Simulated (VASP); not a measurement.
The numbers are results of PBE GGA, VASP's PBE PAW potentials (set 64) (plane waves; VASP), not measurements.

The input files of a VASP run:

**KPOINTS**
```
K-points
0
G
6 6 6
```

### INCAR
```
SYSTEM = CeO2
PREC = Accurate
ENCUT = 600
EDIFF = 1E-7
NELM = 100
ALGO = Normal
LREAL = .FALSE.
LASPH = .TRUE.
ISMEAR = 0
SIGMA = 0.05
GGA = PE
LMAXMIX = 6
LWAVE = .FALSE.
LCHARG = .FALSE.
ISIF = 2
IBRION = 2
NSW = 30
EDIFFG = -0.01
```

**POSCAR**
```
CeO2
1.0
  0.0000000000   2.7579162494   2.7579162494
  2.7579162494   0.0000000000   2.7579162494
  2.7579162494   2.7579162494   0.0000000000
Ce O
1 2
direct
  0.0000000000   0.0000000000   0.0000000000
  0.2500000000   0.2500000000   0.2500000000
  0.7500000000   0.7500000000   0.7500000000
```

POTCAR, in this order: Ce O (PBE.64 set). Program: vasp_std.

Output of the run:

File OSZICAR:
```
       N       E                     dE             d eps       ncg     rms          rms(c)
DAV:   1     0.240366984606E+03    0.24037E+03   -0.12714E+04   512   0.220E+03
DAV:   2     0.175767993560E+02   -0.22279E+03   -0.21569E+03   736   0.319E+02
DAV:   3    -0.298440363780E+02   -0.47421E+02   -0.41897E+02   712   0.153E+02
DAV:   4    -0.317456312944E+02   -0.19016E+01   -0.19015E+01   736   0.354E+01
DAV:   5    -0.318505507160E+02   -0.10492E+00   -0.10491E+00   880   0.705E+00    0.270E+01
DAV:   6    -0.306708540433E+02    0.11797E+01   -0.10676E+02   768   0.588E+01    0.327E+01
DAV:   7    -0.285450971350E+02    0.21258E+01   -0.23628E+02   856   0.134E+02    0.192E+01
DAV:   8    -0.278935410389E+02    0.65156E+00   -0.40529E+00   656   0.218E+01    0.135E+01
DAV:   9    -0.263735674686E+02    0.15200E+01   -0.63783E+00   760   0.208E+01    0.241E+00
DAV:  10    -0.263110839697E+02    0.62483E-01   -0.24588E-01   896   0.444E+00    0.176E+00
DAV:  11    -0.262684041948E+02    0.42680E-01   -0.60149E-02   736   0.241E+00    0.145E+00
DAV:  12    -0.262243250532E+02    0.44079E-01   -0.13977E-01   832   0.358E+00    0.657E-01
DAV:  13    -0.262268870532E+02   -0.25620E-02   -0.20686E-01   760   0.417E+00    0.951E-01
DAV:  14    -0.262195141426E+02    0.73729E-02   -0.99238E-02   816   0.285E+00    0.212E-01
DAV:  15    -0.262194379393E+02    0.76203E-04   -0.20717E-03   728   0.430E-01    0.667E-02
DAV:  16    -0.262195846610E+02   -0.14672E-03   -0.13238E-03   768   0.359E-01    0.132E-01
DAV:  17    -0.262194228020E+02    0.16186E-03   -0.24175E-03   712   0.463E-01    0.343E-02
DAV:  18    -0.262194218615E+02    0.94049E-06   -0.43088E-05   824   0.457E-02    0.297E-02
DAV:  19    -0.262194186784E+02    0.31831E-05   -0.51623E-06   760   0.182E-02    0.240E-02
DAV:  20    -0.262194097891E+02    0.88894E-05   -0.33168E-05   704   0.531E-02    0.810E-03
DAV:  21    -0.262194088073E+02    0.98173E-06   -0.86300E-06   888   0.244E-02    0.252E-03
DAV:  22    -0.262194087900E+02    0.17284E-07   -0.24917E-07   520   0.488E-03
   1 F= -.26219409E+02 E0= -.26219409E+02  d E =-.262194E+02
```

OUTCAR:
```
------------------------ aborting loop because EDIFF is reached ----------------------------------------
  FORCE on cell =-STRESS in cart. coord.  units (eV):
  Direction    XX          YY          ZZ          XY          YZ          ZX
  --------------------------------------------------------------------------------------
  Total       -1.2348234     -1.2348234     -1.2348234      0.0000000      0.0000000     -0.0000000
  in kB      -47.1565714    -47.1565714    -47.1565714      0.0000000      0.0000000     -0.0000000
  external PRESSURE =     -47.1565714 kB  Pullay stress =       0.0000000 kB
  volume of cell :       41.95
      direct lattice vectors                 reciprocal lattice vectors
     0.000000000  2.757916249  2.757916249    -0.181296296  0.181296296  0.181296296
     2.757916249  0.000000000  2.757916249     0.181296296 -0.181296296  0.181296296
     2.757916249  2.757916249  0.000000000     0.181296296  0.181296296 -0.181296296
 POSITION                                       TOTAL-FORCE (eV/Angst)
 -----------------------------------------------------------------------------------
      0.00000      0.00000      0.00000         0.000000     -0.000000      0.000000
      1.37896      1.37896      1.37896         0.000000      0.000000      0.000000
      4.13687      4.13687      4.13687        -0.000000     -0.000000     -0.000000
 -----------------------------------------------------------------------------------
    total drift:                                0.000000     -0.000000      0.000000
  FREE ENERGIE OF THE ION-ELECTRON SYSTEM (eV)
  ---------------------------------------------------
  free  energy   TOTEN  =       -26.2194087900 eV

  energy  without entropy=      -26.2194087900  energy(sigma->0) =      -26.21940879

 reached required accuracy - stopping structural energy minimisation
```
(Selected blocks of OUTCAR.)

The compound is CeO2 in the fluorite structure. This cell was strained or had an atom moved on purpose. The run is not spin-polarised, so no magnetic state was tried.
